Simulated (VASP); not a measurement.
An input for Ansatz (written as the equivalent of a VASP run, and not itself run):

Ansatz 0.2 input:
```yaml
crystal:
  lattice:
    - [0.0000000, 3.7287774, 3.7287774]
    - [3.7287774, 0.0000000, 3.7287774]
    - [3.7287774, 3.7287774, 0.0000000]
  atoms:
    - { symbol: K, position: [0.2500000, 0.2500000, 0.2500000] }
    - { symbol: K, position: [0.7500000, 0.7500000, 0.7500000] }
    - { symbol: S, position: [0.0000000, 1.0000000, 1.0000000] }
kpoints:
  mp_grid: { grid: [4, 4, 4] }
hamiltonian:
  xc: pbe
  pseudopotentials: { kind: paw }
scf:
  occupations: { method: gaussian, width: 0.05 }
  max_iter: 100
output: { forces: true, stress: true, eigenvalues: true }
```

Write the VASP files for the same calculation (PBE).

This is not unique; one that fits is 
**INCAR**
```
ALGO = Normal
EDIFF = 1E-6
ENCUT = 520
GGA = PE
ISMEAR = 0
LASPH = .TRUE.
LCHARG = .FALSE.
LREAL = .FALSE.
LWAVE = .TRUE.
NELM = 100
PREC = Accurate
SIGMA = 0.05
SYSTEM = K2S
```

POSCAR:
```
K2S
1
    0.0000000000     3.7287774330     3.7287774330
    3.7287774330     0.0000000000     3.7287774330
    3.7287774330     3.7287774330     0.0000000000
K S
2 1
Direct
  0.2500000000   0.2500000000   0.2500000000
  0.7500000000   0.7500000000   0.7500000000
  0.0000000000   1.0000000000   1.0000000000
```

KPOINTS:
```
Automatic mesh
0
G
4 4 4
```

POTCAR, in this order: K_sv S (PBE.64 set). Program: vasp_std.

What does not carry over: each code has its own PAW files, so the cut-off isn't converted (ENCUT is set for VASP's; basis.ecutwfc is left out, and Ansatz then takes the one that its files recommend); Ansatz stops its SCF on the density residual and VASP on the energy change (EDIFF).

The compound is K2S in the antifluorite structure. It was relaxed first.
